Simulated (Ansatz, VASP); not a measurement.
# SiO2 (Stishovite): VASP beside Ansatz

One calculation is typed for both programs; each brings its own data sets. How far apart do they land? The two relaxations start from unlike cells of this crystal (the structure described is Ansatz's start), so only their ends are compared.

Calculated with Ansatz 0.2.0; plane waves, with VASP 6.6.1 beside it; relaxation of cell and atoms at BLYP with D3(BJ).

**1. Set-up**

It takes space group P4_2/mnm (No. 136, tetragonal). Conventional cell: a = 4.177 Å, b = 4.177 Å, c = 2.665 Å, α = 90.00°, β = 90.00°, γ = 90.00°. Nearest to Si lie 6 O at 1.76 to 1.81 Å. Nearest to O lie 3 Si at 1.76 to 1.81 Å. Farther neighbours and most contacts between anions are not listed.

Structure file:

```xyz
6
Lattice="4.1773 0.0000 0.0000 0.0000 4.1773 0.0000 0.0000 0.0000 2.6652" Properties=species:S:1:pos:R:3 pbc="T T T"
Si    0.0000    0.0000    0.0000
Si    2.0886    2.0886    1.3326
O     1.2778    1.2778    0.0000
O     0.8108    3.3665    1.3326
O     2.8995    2.8995    0.0000
O     3.3665    0.8108    1.3326
```

**2. VASP: relaxation of cell and atoms, BLYP with D3(BJ)**

The relaxed volume is the usual yardstick between codes: in a stiff, nearly cubic crystal its relative difference is about their pressure difference at one cell divided by the bulk modulus.

Lines of VASP's logs that name or quote its potential files are left out, and so is its time.

Input file INCAR:

```
SYSTEM = SiO2
PREC = Accurate
ENCUT = 600
EDIFF = 1E-07
NELM = 120
ISMEAR = 0
SIGMA = 0.02
LREAL = .FALSE.
ALGO = Normal
GGA = B5
ALDAX = 1
AGGAX = 1
AGGAC = 1
ALDAC = 0
IVDW = 12
VDW_S6 = 1
VDW_S8 = 2.6996
VDW_A1 = 0.4298
VDW_A2 = 4.2359
NBANDS = 22
LORBIT = 11
LWAVE = .FALSE.
LCHARG = .FALSE.
ISIF = 3
IBRION = 2
NSW = 80
EDIFFG = -0.005
LASPH = .TRUE.
GGA_COMPAT = .FALSE.
NELMIN = 4
EFERMI = MIDGAP
KPAR = 2
```

Input file POSCAR:

```
SiO2
1.0
    4.2018155874      0.0000000000      0.0000000000
    0.0000000000      4.2018155874      0.0000000000
    0.0000000000      0.0000000000      2.6931978126
Si O
2 4
Direct
    0.0000000000      0.0000000000      0.0000000000
    0.5000000000      0.5000000000      0.5000000000
    0.3058720204      0.3058720204      0.0000000000
    0.1941279796      0.8058720204      0.5000000000
    0.6941279796      0.6941279796      0.0000000000
    0.8058720204      0.1941279796      0.5000000000
```

Input file KPOINTS:

```
Automatic mesh
0
Gamma
6 6 8
0 0 0
```

Potentials, in the order of the species: Si and O (PBE family, release 64).

On the command line:

```bash
$ mpirun -np 2 vasp_std
```

Numbers of over 12 decimals in the logs are rounded to 6 here.

Output:

```text
[banner, memory and clock lines left out]
running    2 mpi-ranks, on    1 nodes
 distrk:  each k-point on    1 cores,    2 groups
 distr:  one band on    1 cores,    1 groups

 POSCAR found type information on POSCAR SiO
 POSCAR found :  2 types and       6 ions
|                                                                             |
|               ----> ADVICE to this user running VASP <----                  |
|                                                                             |
|     You enforced a specific xc type in the INCAR file but a different       |
|     [... a line on the potential file left out ...]
|     I HOPE YOU KNOW WHAT YOU ARE DOING!                                     |
|                                                                             |

 LDA part: xc-table for (Slater(with rela. corr.)+VWN5), standard interpolation
 POSCAR, INCAR and KPOINTS ok, starting setup
 FFT: planning ... GRIDC
 FFT: planning ... GRID_SOFT
 FFT: planning ... GRID
 WAVECAR not read
 entering main loop
       N       E                     dE             d eps       ncg     rms          rms(c)
DAV:   1     0.172442766834E+03    0.17244E+03   -0.19605E+04  2200   0.157E+03
DAV:   2    -0.415027923972E+02   -0.21395E+03   -0.20659E+03  2902   0.325E+02
DAV:   3    -0.493500109639E+02   -0.78472E+01   -0.78208E+01  2800   0.626E+01
DAV:   4    -0.494083352516E+02   -0.58324E-01   -0.58298E-01  2722   0.623E+00
DAV:   5    -0.494088703398E+02   -0.53509E-03   -0.53502E-03  2740   0.584E-01    0.173E+01
DAV:   6    -0.436293170874E+02    0.57796E+01   -0.21006E+01  2566   0.316E+01    0.687E+00
DAV:   7    -0.436827626528E+02   -0.53446E-01   -0.70890E-01  2650   0.555E+00    0.281E+00
DAV:   8    -0.436969989833E+02   -0.14236E-01   -0.24451E-02  2602   0.157E+00    0.110E+00
DAV:   9    -0.437024141465E+02   -0.54152E-02   -0.96049E-03  2548   0.975E-01    0.151E-01
DAV:  10    -0.437025486056E+02   -0.13446E-03   -0.48860E-04  2704   0.173E-01    0.518E-02
DAV:  11    -0.437025335504E+02    0.15055E-04   -0.85152E-05  2710   0.731E-02    0.160E-02
DAV:  12    -0.437025337270E+02   -0.17666E-06   -0.53067E-06  2674   0.167E-02    0.548E-03
DAV:  13    -0.437025337515E+02   -0.24475E-07   -0.47852E-07  2686   0.543E-03
   1 F= -.46610197E+02 E0= -.46610197E+02  d E =-.466102E+02
 curvature:   0.00 expect dE= 0.000E+00 dE for cont linesearch  0.000E+00
 trial: gam= 0.00000 g(F)=  0.254E-05 g(S)=  0.282E-04 ort = 0.000E+00 (trialstep = 0.100E+01)
 search vector abs. value=  0.308E-04
 bond charge predicted
       N       E                     dE             d eps       ncg     rms          rms(c)
DAV:   1    -0.437001965532E+02    0.23372E-02   -0.30485E-03  2656   0.466E-01    0.794E-02
DAV:   2    -0.437001045688E+02    0.91984E-04   -0.31560E-04  2578   0.133E-01    0.176E-02
DAV:   3    -0.437001018251E+02    0.27437E-05   -0.16473E-05  2596   0.280E-02    0.779E-03
DAV:   4    -0.437001009857E+02    0.83942E-06   -0.12316E-06  2590   0.879E-03    0.294E-03
DAV:   5    -0.437001009458E+02    0.39892E-07   -0.20172E-07  1786   0.335E-03
   2 F= -.46610188E+02 E0= -.46610188E+02  d E =0.888674E-05
 trial-energy change:    0.000009  1 .order    0.000006   -0.000031    0.000043
 step:   0.3659(harm=  0.4157)  dis= 0.00005  next Energy=   -46.610202 (dE=-0.550E-05)
 bond charge predicted
       N       E                     dE             d eps       ncg     rms          rms(c)
DAV:   1    -0.437016909873E+02   -0.15900E-02   -0.12368E-03  2650   0.296E-01    0.506E-02
DAV:   2    -0.437016538469E+02    0.37140E-04   -0.12862E-04  2572   0.846E-02    0.111E-02
DAV:   3    -0.437016529103E+02    0.93662E-06   -0.66547E-06  2554   0.178E-02    0.495E-03
DAV:   4    -0.437016525495E+02    0.36080E-06   -0.49062E-07  2602   0.554E-03    0.188E-03
DAV:   5    -0.437016524764E+02    0.73109E-07   -0.79757E-08  1418   0.212E-03
   3 F= -.46610202E+02 E0= -.46610202E+02  d E =-.524996E-05
 curvature:  -0.21 expect dE=-0.552E-07 dE for cont linesearch -0.291E-07
 trial: gam=-0.05902 g(F)=  0.195E-08 g(S)=  0.266E-06 ort = 0.208E-05 (trialstep = 0.873E+00)
 search vector abs. value=  0.129E-06
 reached required accuracy - stopping structural energy minimisation
```

OUTCAR, selected parts (step 2):

```text
ion  position               nearest neighbor table
   1  0.000  0.000  0.000-   4 1.77   6 1.77   4 1.77   6 1.77   5 1.82   3 1.82
   2  0.500  0.500  0.500-   3 1.77   5 1.77   3 1.77   5 1.77   4 1.82   6 1.82
   3  0.306  0.306  0.000-   2 1.77   2 1.77   1 1.82
   4  0.194  0.806  0.500-   1 1.77   1 1.77   2 1.82
   5  0.694  0.694  0.000-   2 1.77   2 1.77   1 1.82
   6  0.806  0.194  0.500-   1 1.77   1 1.77   2 1.82

  LATTYP: Found a simple tetragonal cell.
 ALAT       =     4.2018155874
 C/A-ratio  =     0.6409604983

 Subroutine GETGRP returns: Found 16 space group operations
 (whereof  8 operations were pure point group operations)

The static configuration has the point symmetry D_2h.
 The point group associated with its full space group is D_4h.

 Found     50 irreducible k-points:

   k-points           NKPTS =     50   k-points in BZ     NKDIM =     50   number of bands    NBANDS=     22

   dimension x,y,z NGX =    36 NGY =   36 NGZ =   24
   dimension x,y,z NGXF=    72 NGYF=   72 NGZF=   48

   ENCUT  =  600.0 eV  44.10 Ry    6.64 a.u.   8.39  8.39  5.38*2*pi/ulx,y,z

   NELECT =      32.0000    total number of electrons

 k-points in reciprocal lattice and weights: Automatic mesh
   0.00000000  0.00000000  0.00000000       0.003
   0.16666667  0.00000000  0.00000000       0.014
   0.33333333  0.00000000  0.00000000       0.014
   0.50000000  0.00000000  0.00000000       0.007
   0.16666667  0.16666667  0.00000000       0.014
   0.33333333  0.16666667  0.00000000       0.028
   0.50000000  0.16666667  0.00000000       0.014
   0.33333333  0.33333333  0.00000000       0.014
   0.50000000  0.33333333  0.00000000       0.014
[...]
0.50000000  0.33333333  0.50000000       0.014
   0.50000000  0.50000000  0.50000000       0.003

 Edisp (eV)   -2.91009

 average (electrostatic) potential at core
       1 -81.6249       2 -81.6249       3 -66.7222       4 -66.7222       5 -66.7222
       6 -66.7222

 E-fermi :  10.9800

 k-point     1 :       0.0000    0.0000    0.0000
  band No.  band energies     occupation
    ...
     12       5.2159      2.00000
     13       5.7858      2.00000
     14       7.4240      2.00000
     15       7.4240      2.00000
     16       8.2904      2.00000
     17      13.6696      0.00000
     18      15.0949      0.00000
     19      16.8166      0.00000
     20      16.8166      0.00000
     21      19.6067      0.00000
    ...

 k-point     2 :       0.1667    0.0000    0.0000
  band No.  band energies     occupation
    ...
     12       5.2763      2.00000
     13       5.8379      2.00000
     14       6.8588      2.00000
     15       7.3805      2.00000
     16       8.0847      2.00000
     17      14.1045      0.00000
     18      15.3180      0.00000
     19      16.8927      0.00000
     20      16.8929      0.00000
     21      20.0318      0.00000
    ...

 k-point     3 :       0.3333    0.0000    0.0000
  band No.  band energies     occupation
    ...
     12       5.4380      2.00000
     13       5.6249      2.00000
     14       5.8052      2.00000
     15       7.2813      2.00000
     16       7.5977      2.00000
     17      15.0366      0.00000
     18      15.8231      0.00000
     19      17.0768      0.00000
     20      17.2556      0.00000
     21      19.8757      0.00000
    ...

 Edisp (eV)   -2.90855

  Total      -0.00009    -0.00009    -0.00574    -0.00000     0.00000     0.00000
  in kB      -0.00315    -0.00315    -0.19364    -0.00000     0.00000     0.00000
  external pressure =       -0.07 kB  Pullay stress =        0.00 kB

  energy-cutoff  :      600.00
  volume of cell :       47.53
      direct lattice vectors                 reciprocal lattice vectors
     4.201455901  0.000000000  0.000000000     0.238012733 -0.000000000  0.000000000
     0.000000000  4.201455901  0.000000000    -0.000000000  0.238012733  0.000000000
     0.000000000  0.000000000  2.692860115     0.000000000  0.000000000  0.371352375

 POSITION                                       TOTAL-FORCE (eV/Angst)
 -----------------------------------------------------------------------------------
      0.00000      0.00000      0.00000         0.000000      0.000000      0.000000
      2.10073      2.10073      1.34643         0.000000      0.000000      0.000000
      1.28515      1.28515      0.00000         0.000071      0.000071     -0.000000
      0.81557      3.38588      1.34643        -0.000071      0.000071     -0.000000
      2.91630      2.91630      0.00000        -0.000071     -0.000071      0.000000
      3.38588      0.81557      1.34643         0.000071     -0.000071      0.000000
 -----------------------------------------------------------------------------------
    total drift:                                0.000000     -0.000000      0.000000

  FREE ENERGIE OF THE ION-ELECTRON SYSTEM (eV)
  ---------------------------------------------------
  free  energy   TOTEN  =       -46.6102018542 eV

  energy  without entropy=      -46.6102018542  energy(sigma->0) =      -46.61020185

 reached required accuracy - stopping structural energy minimisation

 total charge
# of ion       s       p       d       tot
------------------------------------------
    1        0.574   0.843   0.000   1.417
    2        0.574   0.843   0.000   1.417
    3        1.540   3.700   0.000   5.240
    4        1.540   3.700   0.000   5.240
    5        1.540   3.700   0.000   5.240
    6        1.540   3.700   0.000   5.240
--------------------------------------------------
tot          7.307  16.486   0.000  23.793

[... 3 further parts left out ...]
```

(Part 1 of 2 ends here.)

[Lines on the potential files, build, host, timing and source positions are cut from VASP's logs without a mark.]

[Logs are printed without paths, hosts, clocks, repeated set-up lines and the standing remarks that a program may print on its own settings, such as how far it seeks lower states.]

[Hosts, paths, dates, database ids (printed as entryN), source tags and the programs' standing remarks are cut or masked in the printed files.]
